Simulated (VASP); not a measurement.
A run of VASP 6.6.1:

Contents of INCAR:

```
SYSTEM = BaOs
PREC = Accurate ; ENCUT = 520
EDIFF = 1E-6 ; ISMEAR = 0
SIGMA = 0.05 ; LREAL = .FALSE.
LASPH = .TRUE. ; NELM = 80
ALGO = Normal ; ISIF = 2
LWAVE = .FALSE. ; LCHARG = .TRUE.
GGA = PS ; LELF = .TRUE.
LVHAR = .TRUE. ; NBANDS = 16
```

File KPOINTS:

```
regular mesh
0
G
  8 8 8
  0 0 0
```

Contents of POSCAR:

```
BaOs
1.0
    3.6269712723      0.0000000000      0.0000000000
    0.0000000000      3.6269712723      0.0000000000
    0.0000000000      0.0000000000      3.6269712723
Ba Os
1 1
Direct
    0.0000000000      0.0000000000      0.0000000000
    0.5000000000      0.5000000000      0.5000000000
```

Potentials or basis: VASP PAW PBE potentials, release 64 (Ba_sv, Os).

Command:

```sh
$ cat potpaw_PBE.64/Ba_sv/POTCAR potpaw_PBE.64/Os/POTCAR > POTCAR
$ mpirun -np 1 vasp_std > vasp.out
```

Hardware: 1 thread of Intel(R) Xeon(R) Platinum 8175M CPU @ 2.50GHz (Skylake/Cascade Lake) (shared host).

**Question.** How long does it take, and how much memory?

**Answer.** It took 35 s on 1 thread of Intel(R) Xeon(R) Platinum 8175M CPU @ 2.50GHz (Skylake/Cascade Lake), with other jobs on the host, peak memory 0.17 GiB. Counts: scf iterations 12, k points 35.
